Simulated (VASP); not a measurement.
Consider the following.

```yaml
crystal:
  lattice:
    - [4.14005, 0.00000, 0.00000]
    - [0.00000, 4.14005, 0.00000]
    - [0.00000, 0.00000, 4.14005]
  atoms:
    - { symbol: Ca, position: [0.00000, 0.00000, 0.00000] }
    - { symbol: B, position: [0.79792, 0.50000, 0.50000] }
    - { symbol: B, position: [0.50000, 0.20208, 0.50000] }
    - { symbol: B, position: [0.50000, 0.79792, 0.50000] }
    - { symbol: B, position: [0.20208, 0.50000, 0.50000] }
    - { symbol: B, position: [0.50000, 0.50000, 0.79792] }
    - { symbol: B, position: [0.50000, 0.50000, 0.20208] }
```

Calculation: r2SCAN meta-GGA, VASP's PBE PAW potentials (set 64) (plane waves; VASP). Run with 520 eV cut-off, 6×6×6 Γ-centred mesh, tetrahedra with Blöchl corrections, potentials Ca_sv B.

**Question.** Which forces act on the atoms, in eV/Å?

**Answer.** 
```csv
atom,Fx,Fy,Fz
Ca1,0.000,0.000,0.000
B2,0.098,0.000,0.000
B3,0.000,-0.098,0.000
B4,0.000,0.098,0.000
B5,-0.098,0.000,0.000
B6,0.000,0.000,0.098
B7,0.000,0.000,-0.098
```

**Question.** Give the stress tensor in GPa (positive for a compressed cell).

**Answer.** 
```
-0.11   0.00   0.00
 0.00  -0.11   0.00
 0.00   0.00  -0.11
```
The pressure is its mean diagonal, -0.11 GPa.

The compound is CaB6 in the cab6 structure. It was relaxed first.
